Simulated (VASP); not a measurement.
Method: PBE GGA with D3 dispersion (Becke-Johnson damping), VASP's PBE PAW potentials (set 64) (plane waves; VASP).

A VASP calculation is set up with these files.

**POSCAR**
```
Si
1
    0.0000000000     2.6825578562     2.6825578562
    2.6825578562     0.0000000000     2.6825578562
    2.6825578562     2.6825578562     0.0000000000
Si
2
Direct
  0.0000000000   0.0000000000   0.0000000000
  0.2500000000   0.2500000000   0.2500000000
```

### INCAR
```
EDIFF = 1E-7   ! SCF stop (eV)
NELM = 100   ! most electronic steps
PREC = Accurate
LASPH = .True.   ! aspherical one-centre terms
GGA = PE
IVDW = 12
SYSTEM = Si
LCHARG = .False.
SIGMA = 0.05   ! width (eV)
ISIF = 2
LWAVE = .False.
ISMEAR = 0
ENCUT = 520
LREAL = .False.   ! projection in real space or not
ALGO = Normal   ! blocked Davidson
```

File KPOINTS:
```
Automatic mesh
0
Gamma
8 8 8
0 0 0
```

POTCAR, in this order: Si (PBE.64 set). Program: vasp_std.

Output of the run:

**OSZICAR**
```
       N       E                     dE             d eps       ncg     rms          rms(c)
DAV:   1     0.796382154325E+01    0.79638E+01   -0.32606E+03   464   0.774E+02
DAV:   2    -0.107788600660E+02   -0.18743E+02   -0.17976E+02   696   0.822E+01
DAV:   3    -0.110089861000E+02   -0.23013E+00   -0.23013E+00   560   0.119E+01
DAV:   4    -0.110100907096E+02   -0.11046E-02   -0.11046E-02   744   0.952E-01
DAV:   5    -0.110100923045E+02   -0.15949E-05   -0.15951E-05   600   0.250E-02    0.512E+00
DAV:   6    -0.108684826519E+02    0.14161E+00   -0.95990E-02   584   0.163E+00    0.314E+00
DAV:   7    -0.108056465423E+02    0.62836E-01   -0.17587E-01   576   0.234E+00    0.228E-01
DAV:   8    -0.108066837377E+02   -0.10372E-02   -0.44145E-03   520   0.509E-01    0.761E-02
DAV:   9    -0.108068613427E+02   -0.17760E-03   -0.17418E-04   672   0.107E-01    0.593E-02
DAV:  10    -0.108068886785E+02   -0.27336E-04   -0.33617E-05   528   0.437E-02    0.117E-02
DAV:  11    -0.108068882687E+02    0.40984E-06   -0.54975E-07   776   0.543E-03    0.253E-03
DAV:  12    -0.108068885286E+02   -0.25993E-06   -0.51960E-07   520   0.587E-03    0.113E-03
DAV:  13    -0.108068885399E+02   -0.11341E-07   -0.21509E-09   408   0.412E-04
   1 F= -.11458635E+02 E0= -.11458635E+02  d E =-.227346E-16
```

**OUTCAR**
```
------------------------ aborting loop because EDIFF is reached ----------------------------------------
 Edisp (eV)   -0.65175
  FORCE on cell =-STRESS in cart. coord.  units (eV):
  Direction    XX          YY          ZZ          XY          YZ          ZX
  --------------------------------------------------------------------------------------
  Total       0.72943     0.72943     0.72943     0.00000    -0.00000    -0.00000
  in kB      30.27039    30.27039    30.27039     0.00000    -0.00000    -0.00000
  external pressure =       30.27 kB  Pullay stress =        0.00 kB
  volume of cell :       38.61
      direct lattice vectors                 reciprocal lattice vectors
     0.000000000  2.682557856  2.682557856    -0.186389270  0.186389270  0.186389270
     2.682557856  0.000000000  2.682557856     0.186389270 -0.186389270  0.186389270
     2.682557856  2.682557856  0.000000000     0.186389270  0.186389270 -0.186389270
 POSITION                                       TOTAL-FORCE (eV/Angst)
 -----------------------------------------------------------------------------------
      0.00000      0.00000      0.00000         0.000000      0.000000      0.000000
      1.34128      1.34128      1.34128        -0.000000     -0.000000     -0.000000
 -----------------------------------------------------------------------------------
    total drift:                                0.000000      0.000000     -0.000000
  FREE ENERGIE OF THE ION-ELECTRON SYSTEM (eV)
  ---------------------------------------------------
  free  energy   TOTEN  =       -11.4586346253 eV

  energy  without entropy=      -11.4586346253  energy(sigma->0) =      -11.45863463
```
(Selected blocks of OUTCAR.)

The compound is Si in the diamond structure. This cell is one point of a volume scan, at 0.97 of the reference volume.
